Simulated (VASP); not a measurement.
Given:

```yaml
crystal:
  lattice:
    - [2.91807, 0.00000, 0.00000]
    - [0.00000, 2.91807, 0.00000]
    - [0.00000, 0.00000, 2.91807]
  atoms:
    - { symbol: Zn, position: [0.50000, 0.50000, 0.50000] }
    - { symbol: Cu, position: [0.00000, 0.99143, 0.00000] }
```

These are r2SCAN meta-GGA, VASP's PBE PAW potentials (set 64) (plane waves; VASP 6.6.1) values and carry that method's errors. Run with 480 eV cut-off, 12×12×12 Γ-centred mesh, first-order Methfessel-Paxton smearing of 0.10 eV, potentials Zn Cu.

**Question.** Which forces act on the atoms, in eV/Å?

**Answer.** 
```
atom     Fx      Fy     Fz
----  -----  ------  -----
Zn1   0.000  -0.128  0.000
Cu2   0.000   0.128  0.000
```

**Question.** Give the stress tensor in GPa (positive for a compressed cell).

**Answer.** 
```
0.81  0.00  0.00
0.00  0.66  0.00
0.00  0.00  0.81
```
The pressure is its mean diagonal, 0.76 GPa.

The compound is CuZn in the CsCl type structure. This cell was strained or had an atom moved on purpose. The electron count is odd and the run is not spin-polarised, which forces a metal.
